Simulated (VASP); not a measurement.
SnO (relaxed from the NiAs type structure, space group P6_3/mmc): computed properties

Method: PBE GGA, VASP's PBE PAW potentials (set 64) (plane waves; VASP 6.6.1).

```yaml
space_group: P6_3/mmc (194)
cell: a = 3.461 Å, b = 3.461 Å, c = 6.457 Å, α = 90.00°, β = 90.00°, γ = 120.00°
volume_per_atom: 16.75 Å^3/atom
band gap (over mesh and band path): none (metal, semimetal or under 0.01 eV)
density: 6.68 g/cm³
```

```yaml
crystal:
  lattice:
    - [3.46119, 0.00000, 0.00000]
    - [-1.73060, 2.99748, 0.00000]
    - [0.00000, 0.00000, 6.45723]
  atoms:
    - { symbol: Sn, position: [0.00000, 0.00000, 0.00000] }
    - { symbol: Sn, position: [0.00000, 0.00000, 0.50000] }
    - { symbol: O, position: [0.33333, 0.66667, 0.25000] }
    - { symbol: O, position: [0.66667, 0.33333, 0.75000] }
```

Unless said otherwise, spin-orbit coupling is left out, though it shifts the bands of the heavy elements here.

The structure was generated: SnO was put into the NiAs type type (P6_3/mmc), which need not be its known phase. It was relaxed first, which changed the volume by +60 %. Symmetry was kept, so distortions that lower it aren't found.
